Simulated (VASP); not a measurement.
Input:

```
CELL_PARAMETERS angstrom
     -3.97797     3.97797     2.32965
      3.97797    -3.97797     2.32965
      3.97797     3.97797    -2.32965
ATOMIC_POSITIONS crystal
  Cd 0.75000 0.25000 0.50000
  Cd 0.00000 0.00000 0.00000
  As 0.37500 0.56674 0.69174
  As 0.31674 0.12500 0.69174
  As 0.87500 0.68326 0.30826
  As 0.43326 0.62500 0.30826
```

These are PBEsol GGA with spin-orbit coupling, VASP's PBE PAW potentials (set 64) (plane waves; VASP 6.6.1) values and carry that method's errors. Settings: 400 eV cut-off, 5×5×5 Γ-centred mesh, Gaussian smearing of 0.050 eV, potentials Cd As.

Problem. Give the energies of bands 37 to 50 at the high-symmetry points, in eV from the valence-band maximum.

Solution. 
```json
[
 {"band": "37", "Γ": "-2.06", "X": "-2.09", "M": "-0.92", "Z": "-2.00", "P": "-2.08", "N": "-2.25"},
 {"band": "38", "Γ": "-2.06", "X": "-2.09", "M": "-0.92", "Z": "-1.93", "P": "-1.99", "N": "-2.25"},
 {"band": "39", "Γ": "-1.99", "X": "-1.56", "M": "-0.73", "Z": "-0.95", "P": "-1.99", "N": "-1.60"},
 {"band": "40", "Γ": "-1.99", "X": "-1.56", "M": "-0.73", "Z": "-0.86", "P": "-1.93", "N": "-1.60"},
 {"band": "41", "Γ": "-0.91", "X": "-1.28", "M": "-0.37", "Z": "-0.84", "P": "-0.74", "N": "-1.24"},
 {"band": "42", "Γ": "-0.91", "X": "-1.28", "M": "-0.37", "Z": "-0.68", "P": "-0.68", "N": "-1.24"},
 {"band": "43", "Γ": "-0.89", "X": "-0.60", "M": "0.00", "Z": "-0.65", "P": "-0.68", "N": "-0.79"},
 {"band": "44", "Γ": "-0.89", "X": "-0.60", "M": "0.00", "Z": "-0.64", "P": "-0.64", "N": "-0.79"},
 {"band": "45", "Γ": "0.28", "X": "1.42", "M": "0.82", "Z": "0.29", "P": "2.28", "N": "1.91"},
 {"band": "46", "Γ": "0.28", "X": "1.42", "M": "0.82", "Z": "0.29", "P": "2.31", "N": "1.91"},
 {"band": "47", "Γ": "2.88", "X": "2.01", "M": "1.55", "Z": "2.23", "P": "2.31", "N": "2.52"},
 {"band": "48", "Γ": "2.88", "X": "2.01", "M": "1.55", "Z": "2.25", "P": "2.32", "N": "2.52"},
 {"band": "49", "Γ": "3.15", "X": "2.08", "M": "1.59", "Z": "3.04", "P": "2.76", "N": "2.62"},
 {"band": "50", "Γ": "3.15", "X": "2.08", "M": "1.59", "Z": "3.07", "P": "2.77", "N": "2.62"}
]
```

The gap is indirect, 0.28 eV, from the valence maximum at M to the conduction minimum at Γ.

The structure comes from a computed database's CdAs2 entry (I4_122); how it stands against other phases isn't given here. It was relaxed first.
